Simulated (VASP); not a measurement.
Al3Si2F:

```xyz
6
Lattice="3.4150 0.0000 0.0000 -1.7075 2.9575 0.0000 0.0000 0.0000 8.3700" Properties=species:S:1:pos:R:3 pbc="T T T"
Al    0.0000    1.9717    1.3953
Al    1.7075    0.9858    6.9747
Al    0.0000    0.0000    4.1850
Si    1.7075    0.9858    2.7897
Si    0.0000    1.9717    5.5803
F     0.0000    0.0000    0.0000
```

The cell was built by a generator and needn't be a form met in nature.

| Item | Value |
| --- | --- |
| Program | VASP 6.6.1 |
| Task | relaxation of cell and atoms |
| Functional | PBE |
| Potentials or basis | VASP PAW PBE potentials, release 64 (Al, Si, F) |
| Cutoff | 520 eV |
| k mesh | 5 × 5 × 2 |
| Occupations | gaussian, width 0.15 eV |
| Spin | no spin polarisation |

At the start: pressure 20.6 GPa; volume 14.09 Å³/atom.

**Question.** How do energy, volume and symmetry change on relaxing?

**Answer.** Over 9 steps the energy falls by 183.9 meV/atom and the volume is 16.96 Å³/atom (+20.4 %); space group P-3m1 (No. 164, to 0.05 Å).

The path:
```csv
step,energy change (eV),largest force (eV/Å),pressure (GPa),volume (Å³)
1,0.0000,0.7495,20.58,84.54
2,-0.9117,0.5761,-4.62,108.64
3,-1.0074,0.4694,-0.43,101.90
4,-1.0686,0.2930,-0.26,101.89
5,-1.0987,0.0848,-0.03,101.85
6,-1.0997,0.0924,0.05,101.84
7,-1.0996,0.1062,-0.01,101.84
8,-1.1010,0.0896,-0.06,101.82
9,-1.1036,0.0383,-0.19,101.77
```

Final structure:
```
Al Si F
1.0
     3.72624    0.00000    0.00000
    -1.86312    3.22702    0.00000
     0.00000    0.00000    8.46331
Al Si F
3 2 1
Direct
  0.33333 0.66667 0.16947
  0.66667 0.33333 0.83053
  0.00000 0.00000 0.50000
  0.66667 0.33333 0.32360
  0.33333 0.66667 0.67640
  0.00000 0.00000 0.00000
```

Caveat: the k mesh is coarse (spacing up to 0.42 Å⁻¹), so the values aren't converged; the volume moved by over 15 % at a fixed basis, so the end points are rough.
